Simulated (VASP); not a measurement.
Wanted: the native input for a VASP 6.6.1 run.

```
Task                   : single point
Functional             : PBE
Potentials or basis    : VASP PAW PBE potentials, release 64 (K_sv, Br, P)
Cutoff                 : 520 eV
k mesh                 : 3 × 2 × 3
Occupations            : fermi-dirac, width 0.05 eV
Spin                   : no spin polarisation
Dipole correction      : no
Further INCAR settings : ALGO = Fast; EDIFF = 1e-06; NBANDS = 48
```

The structure of KP4Br lies in POSCAR:

```
KP4Br
1.0
    6.0100560000      0.0438500000      0.4281630000
   -1.3833100000      8.7167900000     -0.4493000000
   -0.2467340000      0.3224120000      5.4513350000
K Br P
2 2 8
Direct
    0.0009123383      0.9319931767      0.2215897399
    0.6984957335      0.4702285602      0.9432165999
    0.5477245121      0.7643333664      0.5532233134
    0.4786453952      0.2786329085      0.4839703517
    0.5259932040      0.1342783765      0.0341419939
    0.9856817726      0.2783121189      0.4586385115
    1.0190430672      0.5968560256      0.4258877643
    0.3822879791      0.9989084428      0.7270993244
    0.3073109141      0.6586039654      0.1500780265
    0.2467998845      0.3586573937      0.1136112875
    0.2054455335      0.5518482454      0.7421837478
    0.7678081257      0.0422290226      0.7309004986
```

The cell was built by a generator and needn't be a form met in nature.

The input as run:

INCAR

```
SYSTEM = KP4Br
  PREC = Accurate
  ENCUT = 520
  EDIFF = 1E-6
  ISMEAR = -1
  SIGMA = 0.05
  LREAL = .FALSE.
  LASPH = .TRUE.
  NELM = 100
  ALGO = Fast
  ISIF = 2
  LWAVE = .FALSE.
  LCHARG = .FALSE.
  GGA = PE
  NBANDS = 48
```

KPOINTS

```
Automatic mesh
0
G
  3 2 3
  0 0 0
```

Potentials or basis: VASP PAW PBE potentials, release 64 (K_sv, Br, P).

The run is started by

```bash
$ cat potpaw_PBE.64/K_sv/POTCAR potpaw_PBE.64/Br/POTCAR potpaw_PBE.64/P/POTCAR > POTCAR
$ mpirun -np 1 vasp_std > vasp.out
```

It gave:

```json
{"Pressure": "2.1 GPa", "Largest force": "2.170 eV/Å", "Band gap on the k mesh": "none (metal or under the smearing width)"}
```

Caveat: the k mesh is coarse (spacing up to 0.38 Å⁻¹), so the values aren't converged.

Run time: 3.9 min on 1 thread of Intel(R) Xeon(R) Platinum 8488C (Sapphire Rapids), on a shared host, peak memory 0.42 GiB.
